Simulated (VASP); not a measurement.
**CdPtC6N6: single point with PBE**

Crystal: CdPtC6N6.

```
CELL_PARAMETERS angstrom
0.00000 5.47370 5.47370
5.47370 0.00000 5.47370
5.47370 5.47370 0.00000
ATOMIC_POSITIONS crystal
Cd 0.50000 0.50000 0.50000
Pt 0.00000 0.00000 0.00000
C 0.18610 0.18610 0.81390
C 0.81390 0.81390 0.18610
C 0.81390 0.18610 0.18610
C 0.18610 0.81390 0.81390
C 0.18610 0.81390 0.18610
C 0.81390 0.18610 0.81390
N 0.28570 0.28570 0.71430
N 0.71430 0.71430 0.28570
N 0.71430 0.28570 0.28570
N 0.28570 0.71430 0.71430
N 0.28570 0.71430 0.28570
N 0.71430 0.28570 0.71430
```

```json
{
  "Program": "VASP 6.6.1",
  "Task": "single point",
  "Functional": "PBE",
  "Potentials or basis": "VASP PAW PBE potentials, release 64 (Cd, Pt, C, N)",
  "Cutoff": "520 eV",
  "k mesh": "4 × 4 × 4",
  "Occupations": "fermi-dirac, width 0.1 eV",
  "Spin": "no spin polarisation",
  "Dipole correction": "no",
  "Further INCAR settings": "ALGO = Fast; EDIFF = 1e-07; NBANDS = 51"
}
```

| Item | Value |
| --- | --- |
| Pressure | 10.9 GPa |
| Largest force | 11.303 eV/Å |
| Band gap on the k mesh | 5.39 eV, indirect (least direct gap 5.56 eV) |

Forces on the atoms (eV/Å):
```
Cd    0.000   0.000   0.000
Pt    0.000   0.000   0.000
C     0.000   0.000 -11.303
C     0.000   0.000  11.303
C   -11.303   0.000   0.000
C    11.303   0.000   0.000
C     0.000 -11.303   0.000
C     0.000  11.303   0.000
N     0.000   0.000  10.837
N     0.000   0.000 -10.837
N    10.837   0.000   0.000
N   -10.837   0.000   0.000
N     0.000  10.837   0.000
N     0.000 -10.837   0.000
```

Levels at points of the mesh, in eV from the valence-band top:
```
           k point  band 36  band 37  band 38  band 39  band 40  band 41
(0.00, 0.00, 0.00)    -0.65    -0.49    -0.49     5.64     5.64     7.21
(0.50, 0.00, 0.00)    -0.55     0.00     0.00     5.56     5.56     7.14
(0.50, 0.50, 0.00)    -0.43    -0.43    -0.37     5.39     5.67     7.14
```

It took 3.4 min on 1 thread of Intel(R) Xeon(R) Platinum 8559C (Emerald Rapids), with other jobs on the host, peak memory 0.57 GiB.

Caveat: the standard files for N, O and F lose accuracy on very short bonds; spin-orbit coupling is left out, which moves the levels of the heavy elements; forces of over 1 eV/Å show positions far from the minimum, so gaps and moduli don't describe the material at rest. A k mesh can miss the band edges.
